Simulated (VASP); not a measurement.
MoS2:

```xyz
6
Lattice="3.1610 0.0000 0.0000 -1.5805 2.7375 0.0000 0.0000 0.0000 12.2950" Properties=species:S:1:pos:R:3 pbc="T T T"
Mo    0.0000    1.8250    3.0737
Mo    1.5805    0.9125    9.2212
S     1.5805    0.9125    4.6388
S     1.5805    0.9125    1.5087
S     0.0000    1.8250   10.7863
S     0.0000    1.8250    7.6562
```

The cell was built by a generator and needn't be a form met in nature.

Program: VASP 6.6.1. Alike in all runs: task single point; no spin polarisation; cell as given; k mesh 8 × 8 × 2; cutoff (eV) 520; smearing fermi-dirac 0.05 eV.

**Question.** Order these runs on this cell by their pressure, lowest first.
A. level optB86b-vdW; potentials or basis VASP PAW PBE potentials, release 64 (Mo_sv, S)
B. level LDA; potentials or basis VASP PAW LDA potentials, release 64 (Mo_sv, S)
C. level PBEsol; potentials or basis VASP PAW PBE potentials, release 64 (Mo_sv, S)
D. level vdW-DF2; potentials or basis VASP PAW PBE potentials, release 64 (Mo_sv, S)

**Answer.** B (-4.8 GPa), C (-2.2 GPa), A (1.0 GPa), D (13.4 GPa).

Caveats: the PAW data sets were made with another functional, which shifts forces and pressure a little (some runs); this functional lacks dispersion, which binds the layers, so the pressure and a relaxed spacing across them are unreliable (some runs).
